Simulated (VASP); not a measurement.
# Bi3SbO3 in VASP: further runs, part 2 of 2

VASP 6.6.1.

## (4) Relaxation of cell and atoms, PBE

This run uses another cell than the first one, of 21.11 Å³/atom, 0.825 times its volume.

INCAR

```
SYSTEM = Bi3SbO3
  PREC = Normal
  ENCUT = 520
  EDIFF = 1E-4
  ISMEAR = 0
  SIGMA = 0.15
  LREAL = .FALSE.
  LASPH = .TRUE.
  NELM = 60
  ALGO = Fast
  ISIF = 3
  LWAVE = .FALSE.
  LCHARG = .FALSE.
  GGA = PE
  IBRION = 2
  NSW = 24
  EDIFFG = -0.08
```

KPOINTS

```
Automatic mesh
0
G
  3 3 2
  0 0 0
```

POSCAR

```
Bi3SbO3
1.0
    2.4722005000     -3.9630039700      0.0000000000
    2.4722005000      3.9630039700      0.0000000000
    0.0000000000      0.0000000000      7.5416467100
Sb Bi O
1 3 3
Direct
    0.5000000000      0.5000000000      0.0000000000
    0.0000000000      0.0000000000      0.3335347400
    0.0000000000      0.0000000000      0.6664652600
    0.0000000000      0.0000000000      0.0000000000
    0.0000000000      0.5000000000      0.0000000000
    0.5000000000      0.0000000000      0.0000000000
    0.5000000000      0.5000000000      0.5000000000
```

Potentials or basis: VASP PAW PBE potentials, release 64 (Sb, Bi_d, O).

Started as:

```
cat potpaw_PBE.64/Sb/POTCAR potpaw_PBE.64/Bi_d/POTCAR potpaw_PBE.64/O/POTCAR > POTCAR
mpirun -np 1 vasp_std > vasp.out
```

OUTCAR:

```text
SYSTEM = Bi3SbO3
   PREC = Normal
   ENCUT = 520
   EDIFF = 1E-4
   ISMEAR = 0
   LREAL = .FALSE.
   LASPH = .TRUE.
   NELM = 60
   ISIF = 3
   GGA = PE
   IBRION = 2
   NSW = 24
   EDIFFG = -0.08

 ion  position               nearest neighbor table
   1  0.500  0.500  0.000-   5 2.34   6 2.34   6 2.34   5 2.34   4 2.47   4 2.47   2 3.53   2 3.53
                             3 3.53   3 3.53
   2  0.000  0.000  0.334-   3 2.51   4 2.52   7 2.77   7 2.77   1 3.53   1 3.53
   3  0.000  0.000  0.666-   2 2.51   4 2.52   7 2.77   7 2.77   1 3.53   1 3.53
   4  0.000  0.000  0.000-   5 2.34   6 2.34   5 2.34   6 2.34   1 2.47   1 2.47   3 2.52   2 2.52

   5  0.000  0.500  0.000-   1 2.34   4 2.34   4 2.34   1 2.34
   6  0.500  0.000  0.000-   1 2.34   4 2.34   1 2.34   4 2.34
   7  0.500  0.500  0.500-   2 2.77   3 2.77   2 2.77   3 2.77

  LATTYP: Found a base centered orthorhombic cell.
 ALAT       =     4.9444010000
 B/A-ratio  =     1.6030269268
 C/A-ratio  =     1.5252902647

  Lattice vectors:

 A1 = (   2.4722005000,  -3.9630039700,   0.0000000000)
 A2 = (   2.4722005000,   3.9630039700,   0.0000000000)
 A3 = (   0.0000000000,   0.0000000000,   7.5416467100)

Analysis of symmetry for initial positions (statically):
=====================================================================
 Subroutine PRICEL returns:
 Original cell was already a primitive cell.

 Routine SETGRP: Setting up the symmetry group for a
 base centered orthorhombic supercell.

 Subroutine GETGRP returns: Found  8 space group operations
 (whereof  8 operations were pure point group operations)
 out of a pool of  8 trial point group operations.

The static configuration has the point symmetry D_2h.

Analysis of symmetry for dynamics (positions and initial velocities):
=====================================================================
 Subroutine PRICEL returns:
 Original cell was already a primitive cell.

 Routine SETGRP: Setting up the symmetry group for a
 base centered orthorhombic supercell.

 Subroutine GETGRP returns: Found  8 space group operations
 (whereof  8 operations were pure point group operations)
 out of a pool of  8 trial point group operations.

The dynamic configuration has the point symmetry D_2h.

 Subroutine INISYM returns: Found  8 space group operations
 (whereof  8 operations are pure point group operations),
[... 99 lines left out ...]
   PSTRESS=    0.0 pullay stress
   NELECT =      68.0000    total number of electrons
   NUPDOWN=      -1.0000    fix difference up-down
   EMIN   =  10.00;   EMAX   =-10.00  energy-range for DOS
   EFERMI =   0.00;   METHOD = LEGACY
   ISMEAR =     0;   SIGMA  =   0.15  broadening in eV -4-tet -1-fermi 0-gaus
   EFERMI_NEDOS =   21; number of points for ismear=-14 and -15
   IALGO  =     68    algorithm
   IMIX   =      4    mixing-type and parameters
     AMIX     =   0.40;   BMIX     =  1.00
     AMIX_MAG =   1.60;   BMIX_MAG =  1.00
  volume/ion in A,a.u.               =      21.11       142.46
  Fermi-wavevector in a.u.,A,eV,Ry     =   1.263891  2.388408 21.734230  1.597421
  Thomas-Fermi vector in A             =   2.397225
   LORBIT       =      0    0 simple, 1 ext, 2 COOP (PROOUT), +10 PAW based schemes
   GGA     = PE    functional components
   LHFCALC =     F    Hartree Fock is set to
   AEXX    =    0.0000 exact exchange contribution
   IVDW    =     0    specifies the selected vdW correction
   LEPSILON=     F    determine dielectric tensor
   LRPA    =     F    only Hartree local field effects (RPA)
 conjugate gradient relaxation of ions
 non-spin polarized calculation
 RMM-DIIS sequential band-by-band and
 Gauss-broadening in eV      SIGMA  =   0.15
  energy-cutoff  :      520.00
  volume of cell :      147.78
 maximum number of plane-waves:      3995
   NGX = 17   NGY = 17   NGZ = 29

--------------------------------------- Ionic step        1  -------------------------------------------

 number of electron      68.0000022 magnetization

 Free energy of the ion-electron system (eV)
  ---------------------------------------------------
  ext. energy  EPLUGINS =         0.00000000
  ---------------------------------------------------
  free energy    TOTEN  =       -21.95188956 eV

  energy without entropy =      -21.88302209  energy(sigma->0) =      -21.91745582

 E-fermi :   6.3621     XC(G=0):  -9.8587

 val. band max:        6.3460611577   @ k =   0.0000   0.0000   0.0000
 cond. band min:       6.4010391960   @ k =  -0.3333   0.3333   0.5000
 fundamental gap:      0.0549780383
 Fermi energy:         6.3621403796

 k-point     1 :       0.0000    0.0000    0.0000
  band No.  band energies     occupation
      1     -19.0422      2.00000
      2     -18.1488      2.00000
      3     -18.0053      2.00000
      4     -17.9011      2.00000
      5     -17.8801      2.00000
      6     -17.4311      2.00000
[... 578 lines left out ...]
--------------------------------------- Ionic step        7  -------------------------------------------

 number of electron      67.9999977 magnetization

 Free energy of the ion-electron system (eV)
  ---------------------------------------------------
  ext. energy  EPLUGINS =         0.00000000
  ---------------------------------------------------
  free energy    TOTEN  =       -28.63201869 eV

  energy without entropy =      -28.54854292  energy(sigma->0) =      -28.59028081

 E-fermi :   3.8488     XC(G=0):  -8.6529

 val. band max:        3.8319257872   @ k =   0.0000   0.0000   0.0000
 cond. band min:       3.8685051722   @ k =   0.3333   0.3333   0.0000
 fundamental gap:      0.0365793850
 Fermi energy:         3.8488466720

 k-point     1 :       0.0000    0.0000    0.0000
  band No.  band energies     occupation
      1     -19.5393      2.00000
      2     -19.3187      2.00000
      3     -19.3005      2.00000
      4     -19.2681      2.00000
      5     -19.2529      2.00000
      6     -19.2446      2.00000
[... 367 lines left out ...]
  FREE ENERGIE OF THE ION-ELECTRON SYSTEM (eV)
  ---------------------------------------------------
  free  energy   TOTEN  =       -28.6320186922 eV

  energy  without entropy=      -28.5485429231  energy(sigma->0) =      -28.59028081

 reached required accuracy - stopping structural energy minimisation
```

OSZICAR:

```text
N       E                     dE             d eps       ncg     rms          rms(c)
DAV:   1     0.897582591427E+03    0.89758E+03   -0.33968E+04   640   0.195E+03
DAV:   2     0.104894173158E+03   -0.79269E+03   -0.77437E+03   680   0.558E+02
DAV:   3    -0.223156386603E+02   -0.12721E+03   -0.12393E+03   832   0.226E+02
[... 77 lines left out ...]
RMM:   7    -0.286319786463E+02    0.42835E-04   -0.19235E-03   770   0.315E-01    0.439E-02
RMM:   8    -0.286320032339E+02   -0.24588E-04   -0.59758E-04   589   0.154E-01
   6 F= -.28632003E+02 E0= -.28590198E+02  d E =-.190577E-01
       N       E                     dE             d eps       ncg     rms          rms(c)
DAV:   1    -0.286320137825E+02   -0.35136E-04   -0.22129E-04   488   0.121E-01    0.174E-02
RMM:   2    -0.286320186922E+02   -0.49097E-05   -0.52949E-05   327   0.591E-02
   7 F= -.28632019E+02 E0= -.28590281E+02  d E =-.190732E-01
```

CONTCAR:

```text
Bi3SbO3
   1.00000000000000
     2.8751896728939998   -3.6781471710856795    0.0000000000000000
     2.8751896728939998    3.6781471710856795    0.0000000000000000
     0.0000000000000000    0.0000000000000000    9.1837731269255851
  Sb              Bi              O
     1     3     3
Direct
     0.5000000000000000    0.5000000000000000    0.0000000000000000
     0.0000000000000000    0.0000000000000000    0.3507235394157827
     0.0000000000000000    0.0000000000000000    0.6492764605842172
     0.0000000000000000    0.0000000000000000    0.0000000000000000
     0.0000000000000000    0.5000000000000000    0.0000000000000000
     0.5000000000000000    0.0000000000000000    0.0000000000000000
     0.5000000000000000    0.5000000000000000    0.5000000000000000

  0.00000000E+00  0.00000000E+00  0.00000000E+00
  0.00000000E+00  0.00000000E+00  0.00000000E+00
  0.00000000E+00  0.00000000E+00  0.00000000E+00
  0.00000000E+00  0.00000000E+00  0.00000000E+00
  0.00000000E+00  0.00000000E+00  0.00000000E+00
  0.00000000E+00  0.00000000E+00  0.00000000E+00
  0.00000000E+00  0.00000000E+00  0.00000000E+00
```

It took 2.7 min on 1 thread of Intel Xeon Platinum 8488C (Sapphire Rapids), shared host; peak memory 0.21 GiB.

Results:

- Free energy: -28.6320 eV
- Relaxed volume: 27.75 Å³/atom
- Relaxed cell: a = 4.669 Å, b = 4.669 Å, c = 9.184 Å, α = 90.00°, β = 90.00°, γ = 103.97°
- Space group after relaxing (to 0.05 Å): Cmmm (No. 65)
- Energy gained by relaxing: 954.3 meV/atom
- Ionic steps: 7
- Pressure after relaxing: -0.1 GPa
- Largest force after relaxing: 0.068 eV/Å
- Band gap on the k mesh: none (metal or under the smearing width)

Forces in eV/Å, atoms in the order of the input:
```
Sb   0.000  0.000  0.000
Bi   0.000  0.000 -0.068
Bi   0.000  0.000  0.068
Bi   0.000  0.000  0.000
O    0.000  0.000  0.000
O    0.000  0.000  0.000
O    0.000  0.000  0.000
```

Step by step:
```csv
step,energy change (eV),largest force (eV/Å),pressure (GPa),volume (Å³)
1,0.0000,2.5328,27.28,147.78
2,-5.3682,1.1227,-9.03,232.77
3,-6.4115,0.9231,-2.41,200.55
4,-6.6611,0.0709,1.07,190.76
5,-6.6611,0.0141,1.03,190.96
6,-6.6801,0.1011,-0.13,194.26
7,-6.6801,0.0684,-0.13,194.24
```

Final structure:
```
CELL_PARAMETERS angstrom
2.87519 -3.67815 0.00000
2.87519 3.67815 0.00000
0.00000 0.00000 9.18377
ATOMIC_POSITIONS crystal
Sb 0.50000 0.50000 0.00000
Bi 0.00000 0.00000 0.35072
Bi 0.00000 0.00000 0.64928
Bi 0.00000 0.00000 0.00000
O 0.00000 0.50000 0.00000
O 0.50000 0.00000 0.00000
O 0.50000 0.50000 0.50000
```

Caveat: the k mesh is coarse (spacing up to 0.50 Å⁻¹), so the values aren't converged; the volume moved by over 15 % at a fixed basis, so the end points are rough; spin-orbit coupling is left out, which moves the levels of the heavy elements; the relaxation stopped at a loose force limit of 0.08 eV/Å, so its end isn't a converged minimum.
